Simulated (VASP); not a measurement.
Output of a VASP run:

**OSZICAR**
```
       N       E                     dE             d eps       ncg     rms          rms(c)
DAV:   1     0.281345388871E+01    0.28135E+01   -0.44253E+03   784   0.856E+02
DAV:   2    -0.149103748252E+01   -0.43045E+01   -0.43025E+01   904   0.507E+01
DAV:   3    -0.152481108448E+01   -0.33774E-01   -0.33664E-01  1048   0.522E+00
DAV:   4    -0.152491029838E+01   -0.99214E-04   -0.99214E-04  1000   0.230E-01
DAV:   5    -0.152491058358E+01   -0.28519E-06   -0.28516E-06  1080   0.947E-03    0.757E+00
DAV:   6    -0.153260014110E+01   -0.76896E-02   -0.14011E-03   968   0.388E-01    0.454E+00
DAV:   7    -0.153587755498E+01   -0.32774E-02   -0.40716E-03   952   0.635E-01    0.495E-02
DAV:   8    -0.153587883008E+01   -0.12751E-05   -0.65515E-05   888   0.810E-02    0.132E-02
DAV:   9    -0.153588119212E+01   -0.23620E-05   -0.11264E-05  1016   0.357E-02    0.258E-03
DAV:  10    -0.153588092281E+01    0.26931E-06   -0.15395E-06   768   0.103E-02
   1 F= -.15358809E+01 E0= -.15356635E+01  d E =-.153588E+01
       N       E                     dE             d eps       ncg     rms          rms(c)
DAV:   1    -0.160155723339E+01   -0.65676E-01   -0.99888E-01   752   0.840E+00    0.103E+00
DAV:   2    -0.156383212335E+01    0.37725E-01   -0.30536E-02   768   0.160E+00    0.594E-01
DAV:   3    -0.154620618425E+01    0.17626E-01   -0.42379E-02   840   0.169E+00    0.244E-01
DAV:   4    -0.154610762832E+01    0.98556E-04   -0.67480E-04   760   0.246E-01    0.860E-02
DAV:   5    -0.154608503592E+01    0.22592E-04   -0.61045E-05   960   0.546E-02    0.124E-02
DAV:   6    -0.154608554408E+01   -0.50816E-06   -0.87385E-07   784   0.926E-03
   2 F= -.15460855E+01 E0= -.15459749E+01  d E =-.102046E-01
       N       E                     dE             d eps       ncg     rms          rms(c)
DAV:   1    -0.158192145399E+01   -0.35836E-01   -0.58894E-01   752   0.648E+00    0.786E-01
DAV:   2    -0.155968763571E+01    0.22234E-01   -0.17946E-02   768   0.123E+00    0.458E-01
DAV:   3    -0.154934626316E+01    0.10341E-01   -0.25084E-02   848   0.131E+00    0.194E-01
DAV:   4    -0.154929670615E+01    0.49557E-04   -0.50418E-04   760   0.204E-01    0.428E-02
DAV:   5    -0.154927580440E+01    0.20902E-04   -0.56181E-05   896   0.595E-02    0.930E-03
DAV:   6    -0.154927608707E+01   -0.28267E-06   -0.10006E-06   728   0.102E-02
   3 F= -.15492761E+01 E0= -.15491579E+01  d E =-.133952E-01
       N       E                     dE             d eps       ncg     rms          rms(c)
DAV:   1    -0.155126232036E+01   -0.19865E-02   -0.33859E-02   752   0.156E+00    0.187E-01
DAV:   2    -0.154999581189E+01    0.12665E-02   -0.10248E-03   768   0.296E-01    0.109E-01
DAV:   3    -0.154940707224E+01    0.58874E-03   -0.14413E-03   856   0.313E-01    0.469E-02
DAV:   4    -0.154940485801E+01    0.22142E-05   -0.28811E-05   760   0.489E-02    0.110E-02
DAV:   5    -0.154940388113E+01    0.97689E-06   -0.32586E-06   896   0.143E-02
   4 F= -.15494039E+01 E0= -.15492680E+01  d E =-.135230E-01
```

**OUTCAR**
```
------------------------ aborting loop because EDIFF is reached ----------------------------------------
  FORCE on cell =-STRESS in cart. coord.  units (eV):
  Direction    XX          YY          ZZ          XY          YZ          ZX
  --------------------------------------------------------------------------------------
  Total        0.0007320      0.0007320      0.0007320      0.0000000      0.0000000     -0.0000000
  in kB        0.0310568      0.0310568      0.0310568      0.0000000      0.0000000     -0.0000000
  external PRESSURE =       0.0310568 kB  Pullay stress =       0.0000000 kB
  volume of cell :       37.76
      direct lattice vectors                 reciprocal lattice vectors
    -0.000000000  2.662803213  2.662803213    -0.187772043  0.187772043  0.187772043
     2.662803213 -0.000000000  2.662803213     0.187772043 -0.187772043  0.187772043
     2.662803213  2.662803213 -0.000000000     0.187772043  0.187772043 -0.187772043
 POSITION                                       TOTAL-FORCE (eV/Angst)
 -----------------------------------------------------------------------------------
      0.00000      0.00000      0.00000         0.000000     -0.000000     -0.000000
 -----------------------------------------------------------------------------------
    total drift:                               -0.000000     -0.000000     -0.000000
  FREE ENERGIE OF THE ION-ELECTRON SYSTEM (eV)
  ---------------------------------------------------
  free  energy   TOTEN  =        -1.5494038811 eV

  energy  without entropy=       -1.5489961840  energy(sigma->0) =       -1.54926798

 reached required accuracy - stopping structural energy minimisation
```
(Selected blocks of OUTCAR.)

File POSCAR:
```
Yb
1
    0.0000000000     2.7400000000     2.7400000000
    2.7400000000     0.0000000000     2.7400000000
    2.7400000000     2.7400000000     0.0000000000
Yb
1
Direct
  0.0000000000   0.0000000000   0.0000000000
```

Task: Write an INCAR and KPOINTS that could have produced this output.

Result: One answer among several that fit: the input of the run itself, AM05 GGA, plane waves, VASP's PBE PAW potentials (set 64).

INCAR:
```
# general
SYSTEM =Yb
PREC   =Accurate
ENCUT  =520   # plane-wave cut-off (eV)
LREAL  =.FALSE.   # projection in real space or not
LASPH  =.TRUE.   # aspherical one-centre terms

# electronic loop
EDIFF  =1E-6
NELM   =100   # most electronic steps
ALGO   =Normal
LMAXMIX=6   # l cut-off of mixed one-centre charges

# smearing
ISMEAR =1
SIGMA  =0.1   # width (eV)

# functional
GGA    =AM   # AM05

# ions
IBRION =2   # conjugate gradients
NSW    =60   # most ionic steps
ISIF   =3   # ions, shape and volume
EDIFFG =-0.01   # ionic stop

# output
LWAVE  =.FALSE.
LCHARG =.FALSE.
```

**KPOINTS**
```
Automatic mesh
0
Gamma
10 10 10
0 0 0
```

POTCAR, in this order: Yb_2 (PBE.64 set). Program: vasp_std.

The 4f electrons are frozen in the core of the lanthanide potential, so 4f levels, which can set the real gap, and their magnetism are missing. Energy and stress use the plane-wave basis of the starting cell.

The compound is Yb in the fcc structure. This run relaxes it. Symmetry was kept, so distortions that lower it aren't found.
